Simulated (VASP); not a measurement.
These are PBEsol GGA, VASP's PBE PAW potentials (set 64) (plane waves; VASP 6.6.1) values and carry that method's errors.

Input for VASP

INCAR:
```
! general
SYSTEM =DyPb3
PREC   =Accurate
ENCUT  =480
LREAL  =.FALSE.
LASPH  =.TRUE.

! electronic loop
EDIFF  =1E-7
NELM   =100
ALGO   =Normal
LMAXMIX=6

! smearing
ISMEAR =1
SIGMA  =0.1

! functional
GGA    =PS

! ions
ISIF   =2

! output
LWAVE  =.FALSE.
LCHARG =.FALSE.
```

### KPOINTS
```
Regular mesh
0
gamma
  6 6 6
```

### POSCAR
```
DyPb3
4.9397240
  1.0000000186   0.0000000000   0.0000000000
  0.0000000000   0.9708738045   0.0000000000
  0.0000000000   0.0000000000   1.0000000186
Dy Pb
1 3
Cart
  0.0000000000   0.0000000000   0.0000000000
  0.0000000000   0.4854369022   0.5000000093
  0.5000000093   0.0000000000   0.5000000093
  0.5000000093   0.4854369022   0.0000000000
```

POTCAR, in this order: Dy_3 Pb_d (PBE.64 set). Program: vasp_std.

Output

OUTCAR:
```
 ion  position               nearest neighbor table
   1  0.000  0.000  0.000-   2 3.44   4 3.44   2 3.44   2 3.44   4 3.44   2 3.44   4 3.44   4 3.44
                             3 3.49   3 3.49   3 3.49   3 3.49
   2  0.000  0.500  0.500-   1 3.44   3 3.44   1 3.44   1 3.44   3 3.44   1 3.44   3 3.44   3 3.44
                             4 3.49   4 3.49   4 3.49   4 3.49
   3  0.500  0.000  0.500-   2 3.44   4 3.44   4 3.44   2 3.44   4 3.44   4 3.44   2 3.44   2 3.44
                             1 3.49   1 3.49   1 3.49   1 3.49
   4  0.500  0.500  0.000-   1 3.44   3 3.44   3 3.44   1 3.44   3 3.44   3 3.44   1 3.44   1 3.44
                             2 3.49   2 3.49   2 3.49   2 3.49
  LATTYP: Found a simple tetragonal cell.
 ALAT       =     4.9397240920
 C/A-ratio  =     0.9708737864
 Subroutine PRICEL returns:
 Original cell was already a primitive cell.
 Subroutine GETGRP returns: Found 16 space group operations
The static configuration has the point symmetry D_4h.
The dynamic configuration has the point symmetry D_4h.
 Subroutine INISYM returns: Found 16 space group operations
 Subroutine IBZKPT returns following result:
 Found     40 irreducible k-points:

 Following reciprocal coordinates:
            Coordinates               Weight
  0.000000  0.000000  0.000000      1.000000
  0.166667  0.000000  0.000000      4.000000
  0.333333  0.000000  0.000000      4.000000
  0.500000  0.000000  0.000000      2.000000
  0.000000  0.166667  0.000000      2.000000
  0.166667  0.166667  0.000000      8.000000
  0.333333  0.166667  0.000000      8.000000
  0.500000  0.166667  0.000000      4.000000
  0.000000  0.333333  0.000000      2.000000
  0.166667  0.333333  0.000000      8.000000
  0.333333  0.333333  0.000000      8.000000
  0.500000  0.333333  0.000000      4.000000
  0.000000  0.500000  0.000000      1.000000
  0.166667  0.500000  0.000000      4.000000
  0.333333  0.500000  0.000000      4.000000
  0.500000  0.500000  0.000000      2.000000
  0.166667  0.000000  0.166667      4.000000
...
```

File OSZICAR:
```
       N       E                     dE             d eps       ncg     rms          rms(c)
DAV:   1     0.541790350762E+03    0.54179E+03   -0.23374E+04  2400   0.181E+03
DAV:   2     0.309164950365E+02   -0.51087E+03   -0.50589E+03  2406   0.510E+02
DAV:   3    -0.162670727163E+02   -0.47184E+02   -0.46562E+02  2794   0.193E+02
DAV:   4    -0.182537312729E+02   -0.19867E+01   -0.19758E+01  2918   0.451E+01
DAV:   5    -0.183324806113E+02   -0.78749E-01   -0.78689E-01  3118   0.783E+00    0.151E+01
DAV:   6    -0.182195859231E+02    0.11289E+00   -0.17160E-01  3164   0.452E+00    0.882E+00
DAV:   7    -0.181966997578E+02    0.22886E-01   -0.19800E-01  3096   0.463E+00    0.559E-01
DAV:   8    -0.181943724489E+02    0.23273E-02   -0.27768E-02  2968   0.218E+00    0.936E-02
DAV:   9    -0.181943335554E+02    0.38894E-04   -0.87628E-04  3650   0.302E-01    0.498E-02
DAV:  10    -0.181943246418E+02    0.89136E-05   -0.57818E-05  3158   0.861E-02    0.238E-02
DAV:  11    -0.181943259845E+02   -0.13427E-05   -0.12401E-05  3550   0.404E-02    0.722E-03
DAV:  12    -0.181943254851E+02    0.49937E-06   -0.14813E-06  2884   0.128E-02    0.200E-03
DAV:  13    -0.181943253543E+02    0.13076E-06   -0.12967E-07  1832   0.443E-03    0.302E-04
DAV:  14    -0.181943253919E+02   -0.37569E-07   -0.30105E-08  1800   0.199E-03
   1 F= -.18194325E+02 E0= -.18193572E+02  d E =-.226114E-02
```

### OUTCAR
```
------------------------ aborting loop because EDIFF is reached ----------------------------------------
  FORCE on cell =-STRESS in cart. coord.  units (eV):
  Direction    XX          YY          ZZ          XY          YZ          ZX
  --------------------------------------------------------------------------------------
  Total       -2.3432727     -1.8902078     -2.3432727     -0.0000000     -0.0000000      0.0000000
  in kB      -32.0820838    -25.8791063    -32.0820838     -0.0000000     -0.0000000      0.0000000
  external PRESSURE =     -30.0144246 kB  Pullay stress =       0.0000000 kB
  volume of cell :      117.02
      direct lattice vectors                 reciprocal lattice vectors
     4.939724092  0.000000000  0.000000000     0.202440456  0.000000000  0.000000000
     0.000000000  4.795848633  0.000000000     0.000000000  0.208513670  0.000000000
     0.000000000  0.000000000  4.939724092     0.000000000  0.000000000  0.202440456
 POSITION                                       TOTAL-FORCE (eV/Angst)
 -----------------------------------------------------------------------------------
      0.00000      0.00000      0.00000         0.000000      0.000000      0.000000
      0.00000      2.39792      2.46986         0.000000      0.000000      0.000000
      2.46986      0.00000      2.46986         0.000000      0.000000      0.000000
      2.46986      2.39792      0.00000         0.000000      0.000000      0.000000
 -----------------------------------------------------------------------------------
    total drift:                                0.000000      0.000000      0.000000
  FREE ENERGIE OF THE ION-ELECTRON SYSTEM (eV)
  ---------------------------------------------------
  free  energy   TOTEN  =       -18.1943253919 eV

  energy  without entropy=      -18.1920642470  energy(sigma->0) =      -18.19357168
```
(Selected blocks of OUTCAR.)

File OUTCAR:
```
 val. band max:        6.6895243868   @ k =   0.3333   0.1667   0.1667

 cond. band min:       6.7252522463   @ k =   0.3333   0.3333   0.0000


 Fermi energy:         6.7118323249

 k-point     1 :       0.0000    0.0000    0.0000
  band No.  band energies     occupation
      1     -17.5647      2.00000
      2     -17.5647      2.00000
      3     -17.5504      2.00000
      4     -10.4074      2.00000
      5     -10.4074      2.00000
      6     -10.3949      2.00000
      7     -10.3807      2.00000
      8     -10.2307      2.00000
      9     -10.2108      2.00000
     10     -10.1246      2.00000
     11     -10.1246      2.00000
     12     -10.1236      2.00000
     13     -10.0944      2.00000
     14     -10.0793      2.00000
     15      -9.9461      2.00000
     16      -9.9365      2.00000
     17      -9.9290      2.00000
     18      -9.9290      2.00000
     19      -4.7137      2.00000
     20      -0.3075      2.00000
     21      -0.0605      2.00000
     22       3.8872      2.00000
     23       3.8872      2.00000
     24       4.1415      2.00000
     25       7.8585     -0.00000
     26       7.9539     -0.00000
     27       8.0876     -0.00000
     28       8.1759     -0.00000
     29       8.1759     -0.00000
     30       8.2003     -0.00000

 k-point     2 :       0.1667    0.0000    0.0000
  band No.  band energies     occupation
      1     -17.5690      2.00000
      2     -17.5650      2.00000
      3     -17.5509      2.00000
      4     -10.4033      2.00000
      5     -10.3784      2.00000
      6     -10.3756      2.00000
      7     -10.3545      2.00000
      8     -10.2240      2.00000
      9     -10.1958      2.00000
     10     -10.1288      2.00000
     11     -10.1221      2.00000
     12     -10.1221      2.00000
     13     -10.1068      2.00000
     14     -10.0814      2.00000
     15      -9.9758      2.00000
     16      -9.9625      2.00000
     17      -9.9513      2.00000
     18      -9.9290      2.00000
...
```

The 4f electrons are frozen in the core of the lanthanide potential, so 4f levels, which can set the real gap, and their magnetism are missing. Unless said otherwise, spin-orbit coupling is left out, though it shifts the bands of the heavy elements here.

The structure comes from a computed database's DyPb3 entry (Pm-3m); how it stands against other phases isn't given here. This cell was strained or had an atom moved on purpose. The electron count is odd and the run is not spin-polarised, which forces a metal.
